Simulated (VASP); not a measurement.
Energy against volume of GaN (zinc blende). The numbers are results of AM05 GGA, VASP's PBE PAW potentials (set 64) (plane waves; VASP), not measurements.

| V (Å³/atom) | E (eV/atom) |
|---|---|
| 10.658 | -6.31283 |
| 10.998 | -6.33365 |
| 11.339 | -6.34045 |
| 11.679 | -6.33535 |
| 12.019 | -6.32012 |

Question: Fit a third-order Birch-Murnaghan equation of state.

Answer: 
The volume per atom comes out as 11.35 Å³/atom and the bulk modulus is 185 GPa. The pressure derivative of the bulk modulus comes out as 4.44 and the lattice constant a comes out as 0.4495 nm.

Measured: a 4.500 Å at 300 K (computed value off by -0.1 %), as given by I. Vurgaftman et al., Journal of Applied Physics (2001), doi:10.1063/1.1368156. The calculation is for a static lattice, while the measured a holds thermal and zero-point effects, which are part of the difference.

The compound is GaN in the zinc blende structure, a metastable form; wurtzite is the usual one. It was relaxed first.
